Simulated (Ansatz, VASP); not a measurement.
## Ta2MoS2NO2 (2H-MoS2 under Ta2NO2 MXene, AA) in two plane-wave programs

One calculation is typed for both programs; each brings its own data sets. How far apart do they land? The structure shown is the start of the Ansatz relaxation below; VASP solves that cell, so the two are compared at the walk's first step.

Method: plane waves, with VASP 6.6.1 beside it; single point at PBEsol with D3(BJ), in Ansatz 0.2.0.

## (1) The structure

The cell holds 8 atoms: 2 S, 1 Mo, 2 O, 2 Ta and 1 N. Its edges and angles: a = 3.167 Å, b = 3.167 Å, c = 53.234 Å, α = 90.0°, β = 90.0°, γ = 120.0°. Vacuum lies along c.

## (2) Ansatz: relaxation, PBEsol with D3(BJ)

Ansatz runs on its default PAW (the set named soft_2) files.

The two programs are compared at the cell with which this relaxation starts, whose forces are those of its first step.

input.yaml

```yaml
crystal:
  lattice:
    - [3.16729, 0.0, 0.0]
    - [-1.583645, 2.7429536012, 0.0]
    - [0.0, 0.0, 53.2342865136]
  atoms:
    - { symbol: S, position: [0.3333333333, 0.6666666667, 0.3954218489] }
    - { symbol: Mo, position: [0.0, 0.0, 0.4260656121] }
    - { symbol: S, position: [0.3333333333, 0.6666666667, 0.4567093753] }
    - { symbol: O, position: [0.3333333333, 0.6666666667, 0.5121247888] }
    - { symbol: Ta, position: [0.6666666667, 0.3333333333, 0.534969674], spin: 1.0 }
    - { symbol: "N", position: [0.0, 0.0, 0.5583514699] }
    - { symbol: Ta, position: [0.3333333333, 0.6666666667, 0.5817332659], spin: 1.0 }
    - { symbol: O, position: [0.6666666667, 0.3333333333, 0.6045781511] }
  periodic: [true, true, false]
magnetization:
  spin_polarized: true
kpoints:
  mp_grid: { grid: [12, 12, 1] }
hamiltonian:
  xc: pbesol
  dispersion: d3bj
scf:
  occupations: { method: fermi_dirac, width: 0.05 }
  convergence: { dr2_threshold: 1.0e-09 }
relax:
  f_tol: 0.004
  max_steps: 90
  cell: {}
output:
  write_potential: true
  write_density: true
  volumetric_format: npy
```

Launch:

```console
$ ansatz run input.yaml --threads 4 --pin off --max-ram 6144MiB --backend cpu --events-out ev --progress --plain --runs-dir out
```

Numbers of over 12 decimals in the logs are rounded to 6 here.

Output:

```text
Warning: relax.cell: scf.convergence.dr2_threshold = 1e-9 eV is looser than the 1.79107926134e-10 eV advised for a relaxation that steers and ends on the stress (1e-10 eV for each atom of the cell: 8, times the square of relax.cell.stress_2d_tol = 0.05 N/m over 21.1 Å (the atoms' height at the walk's start and 5 Å past either face), 2.366e-2 GPa, over a crystal's default 0.05). What an SCF threshold leaves in a stress goes as its square root, and in the free energy as the threshold itself, and one threshold admits the most on a small cell: [figures from the program's tests cut] Set scf.convergence.dr2_threshold to 1.79107926134e-10 eV or tighter. [rest of the remark cut]
Engine: ansatz 0.2.0, aarch64-unknown-linux-gnu
Pseudopotentials: kind: paw
Pseudopotential: S, paw, valence charge 6, recommended cutoff 420 eV (normal), S.paw.azcp
Pseudopotential: Mo, paw, valence charge 14, recommended cutoff 420 eV (normal), Mo.paw.azcp
Pseudopotential: O, paw, valence charge 6, recommended cutoff 420 eV (normal), O.paw.azcp
Pseudopotential: Ta, paw, valence charge 13, recommended cutoff 420 eV (normal), Ta.paw.azcp
Pseudopotential: N, paw, valence charge 5, recommended cutoff 420 eV (normal), N.paw.azcp
Functional definition: PBEsol
  exchange = pbesol_x
  correlation = pbesol_c
Crystal: 8 atoms, lattice volume = 462.485 Å³
Basis set: ecut = 420 eV, 8949 PW (Γ), exchange–correlation on 48×48×720 points (8 copies of the dense FFT grid, shifted against one another)
Bands: 44, of which v1, the nominal top of the filled ones, is band 35 counted from 1 (34 counted from 0)
Symmetry: 6 space group operations
Space group: P3m1 (ITA 156), of the structure as read, at distance tolerance 7.7e-5 Å
Magnetic group: BNS 156.49 (UNI 1279), of the structure as read, at distance tolerance 7.7e-5 Å
k-points: 19 of 144 (time reversal used)
Non-local potential: S, projectors of the file, l = 0: 2, l = 1: 2, l = 2: 2
Non-local potential: Mo, projectors of the file, l = 0: 3, l = 1: 2, l = 2: 2, l = 3: 1
Non-local potential: O, projectors of the file, l = 0: 2, l = 1: 2, l = 2: 1
Non-local potential: Ta, projectors of the file, l = 0: 3, l = 1: 2, l = 2: 2, l = 3: 1
Non-local potential: N, projectors of the file, l = 0: 2, l = 1: 2, l = 2: 1
PAW form: soft (Blöchl's): semilocal exchange-correlation on the pseudo side does not see the compensation charge
PAW frozen core: S, regenerated for the run's functional, and the local potential with it (the file was generated under x = pbe(κ = 0.804, μ = 0.219515), c = pbe(β = 0.066725))
PAW frozen core: Mo, regenerated for the run's functional, and the local potential with it (the file was generated under x = pbe(κ = 0.804, μ = 0.219515), c = pbe(β = 0.066725))
PAW frozen core: O, regenerated for the run's functional, and the local potential with it (the file was generated under x = pbe(κ = 0.804, μ = 0.219515), c = pbe(β = 0.066725))
PAW frozen core: Ta, regenerated for the run's functional, and the local potential with it (the file was generated under x = pbe(κ = 0.804, μ = 0.219515), c = pbe(β = 0.066725))
PAW frozen core: N, regenerated for the run's functional, and the local potential with it (the file was generated under x = pbe(κ = 0.804, μ = 0.219515), c = pbe(β = 0.066725))
PAW one-centre angular grid: S, 110 points (default); XC on 64 Gauss nodes
PAW one-centre angular grid: Mo, 590 points (default); XC on 64 Gauss nodes
PAW one-centre angular grid: O, 110 points (default); XC on 64 Gauss nodes
PAW one-centre angular grid: Ta, 590 points (default); XC on 64 Gauss nodes
PAW one-centre angular grid: N, 110 points (default); XC on 64 Gauss nodes
Starting moments: Σ|m| = 2 μB on 2 of 8 sites
Initial wavefunctions: pseudopotential atomic-orbital guess
Functional: x = pbesol(κ = 0.804, μ = 0.123457), c = pbesol(β = 0.046)
SCF iter   1: F=—  HF=-27794.202186 eV  |F-HF|=—  |Δ(HF+E_count)|=         —  Δρ=3.24e-2 (↑3.24e-2 ↓3.05e-2)  dr2=2.55e1  dr2_m=1.71e-1  M=0.516 μB ∫|m|=0.660 μB  β_m=0.30  ethr=3.10e-3  ⟨swp⟩=15.6  Hψ=11945  notcnv=0
Mixer restart at iter 1: flushing history
preconditioner: auto → LDOS  [metal: Δε(μ)=0.044 eV  Ē_g=10.343 eV  σ=0.050 eV  W_gap=0.21  n_scr=32 (ndim 8)  ℏωp=11.6 eV  f_vac=0.726  D(μ)=1.93/eV (n_scr^D=14)]
[...]
the starting moments were not kept: the SCF closed with an absolute magnetisation of 7.7e-7 μB, where they sum to 2 μB in size (2 sites). That is at most 0.1 of that sum. Measured as dr2_m measures the in/out step, that magnetisation stands 5.8e-14 eV from none, at or under the dr2_threshold of 1.0e-9 eV: it is no larger than a step whose dr2_m would equal this threshold.
SCF 10 converged in 7 iterations: F = -27789.921870 eV  dr2 = 6.54e-11
relax step  10: F+E_penalty+E_count = -27789.92187034 eV  Δ(F+E_penalty+E_count) = +1.271e-4 eV  max|allowed force component| = 3.381e-3 eV/Å  Δτ_max = 0.0000 Å  P = +0.006 N/m  Ω = 441.719 Å³  fix = [c, alpha, beta]  reactions: c +0.000 N/m  stress off target by 6.42e-3 N/m on what of the cell is left free  SCF on the basis re-selected at this cell (its energy is not comparable with the rows above)  (7 SCF iters)
basis re-selected at this cell: Δ(F+E_penalty+E_count) = +1.271e-4 eV, ΔP = -0.002 N/m vs the last step (what re-selecting the basis moved, of the pressure what is left beyond the Pulay correction that the steps carried, after the strain that the cell walked since its last selection, with what the two solves' SCF thresholds leave and, on support functions, any second-order correction that the steps lacked; it is no m [...]
WARN: The output density's exchange-correlation potential varies sharply where the density is thin. Do not read a vacuum level from v_tot or v_xc, or from such a field of the output density. On a cell that repeats whose density bears no net charge and no dipole along the vacuum's axis use v_es (v_loc + v_h of the components); under efield.dipole_correction with no amplitude use v_es + v_field, which holds any externa [...]
SCF converged after 7 iterations
Magnetization: 0.0000 μB (34.5000 up, 34.5000 down)
Absolute magnetization: 0.0000 μB (∫|ρ↑−ρ↓|, with the PAW one-centre terms)
Spin contamination: 0.0000 ħ² per cell (⟨S²⟩ above its minimum at these occupations)
Per-site moments (μB) at R_I (Å): [(1.1072952700914307e-9, 0.981597), (-1.7088134946885898e-9, 0.980768), (1.2251810054699444e-9, 0.980768), (-3.6922458030038235e-8, 0.860273), (9.066990331370451e-8, 0.860273), (-2.7727484917226938e-8, 0.883841), (1.1982578630934487e-7, 0.861483), (-8.754119845337156e-8, 0.861483)]
Free energy (F): -27789.921870 eV
Harris-Foulkes:  -27789.921870 eV  (|F-HF|=9.68e-10)
Internal energy: -27789.906247 eV  (E = F + TS)
E sigma→0 (E₀):  -27789.914059 eV
Entropy (-TS):   -0.015623 eV (-1.953 meV/atom)
Fermi energy:    -5.331489 eV
--- Per-component energies (eV) ---
  E_band       = -1745.587334
  E_kinetic    = 1877.247688
  E_local      = -479814.364749  (includes V_loc(G=0)·N_el)
  E_nonlocal   = 378.446947
  E_hartree    = 238684.469124
  E_xc         = -1017.835452
  E_vxc        = -1079.003457  (∫ρ·V_xc dr)
  E_paw        = -21285.065800  (= ΣΔE_a)
  E_vpaw       = -476.858140  (= ΣTr[D̂ρ^β])
  E_aug_tail   = 0.005375  (compensation charges beyond the density's cutoff)
  E_ewald      = 233388.471287
  E_disp       = -2.139832  (pairwise vdW)
  E_core_change = 0.859166  (= ΣΔE_core)
  E_smearing   = -0.015623  (= −TS)
  E_closure    = -0.000000  (closes the sum)
  Σ components = -27789.921870   (vs F -27789.921870, Δ=0.00e0)
--- Forces (eV/Å), atoms counted from 1 ---
  atom   1  S      0.00000000    -0.00000000    -0.00038266
  atom   2  Mo     0.00000000    -0.00000000    -0.00001016
  atom   3  S      0.00000000    -0.00000000     0.00039344
  atom   4  O     -0.00000000     0.00000000    -0.00005335
  atom   5  Ta    -0.00000000     0.00000000     0.00149266
  atom   6  N     -0.00000000     0.00000000     0.00148459
  atom   7  Ta     0.00000000    -0.00000000    -0.00338132
  atom   8  O      0.00000000    -0.00000000     0.00045676
  max |Σ_I F_I| component: 4.30e-8 eV/Å
--- 2D stress c σ (N/m, compression-positive) ---
        0.006421       0.000000       0.000000
        0.000000       0.006421       0.000000
        0.000000       0.000000       0.000000
  P = ½ c Tr σ = 0.0064 N/m
--- Band table (eV; the first three rows and the last of 38) ---
  k-point 0 ↑: bands = [... 31 lower, -7.2250, -6.6648, -6.6648, -6.0774, -5.7171, -3.9289, -3.9289, -3.3546, ... 5 higher]
  k-point 1 ↑: bands = [... 31 lower, -6.9734, -6.6449, -6.3551, -6.1000, -5.6921, -3.8363, -3.8130, -3.3013, ... 5 higher]
  k-point 2 ↑: bands = [... 31 lower, -7.0346, -6.8575, -6.2785, -5.7287, -5.3395, -3.6495, -3.5187, -3.4966, ... 5 higher]
  k-point 18 ↓: bands = [... 31 lower, -8.1094, -5.8529, -5.2937, -5.2810, -5.2653, -3.8689, -2.9459, -2.7796, ... 5 higher]
  the weakly bound empty levels are not read free of the cell's end (no_gap_told)
--- Relaxed structure (8 steps of the walk, 8 accepted, 2 SCFs on fresh bases) ---
  F+E_penalty+E_count = -27789.92187034 eV   max|allowed force component| = 3.381e-3 eV/Å   (the final SCF, on the basis selected at the relaxed cell)
  cell:  # Å, volume = 441.7190 Å³
    - [3.095366, 0, 0]
    - [-1.547683, 2.680666, 0]
    - [0, 0, 53.2342865136]
  atoms:
    - { symbol: S, position: [0.333333, 0.666667, 0.398563] }
    - { symbol: Mo, position: [-1.5998559633548562e-17, -2.3129646347434477e-17, 0.428079] }
    - { symbol: S, position: [0.333333, 0.666667, 0.457538] }
    - { symbol: O, position: [0.333333, 0.666667, 0.514735] }
    - { symbol: Ta, position: [0.666667, 0.333333, 0.534929] }
    - { symbol: N, position: [-2.001863711429464e-17, -2.3129646347437555e-17, 0.557134] }
    - { symbol: Ta, position: [0.333333, 0.666667, 0.579338] }
    - { symbol: O, position: [0.666667, 0.333333, 0.599638] }
```

(Continued in part 2 of 2.)

[Lines on the potential files, build, host, timing and source positions are cut from VASP's logs without a mark.]

[Logs are printed without paths, hosts, clocks, repeated set-up lines and the standing remarks that a program may print on its own settings, such as how far it seeks lower states.]

[Hosts, paths, dates, database ids (printed as entryN), source tags and the programs' standing remarks are cut or masked in the printed files.]
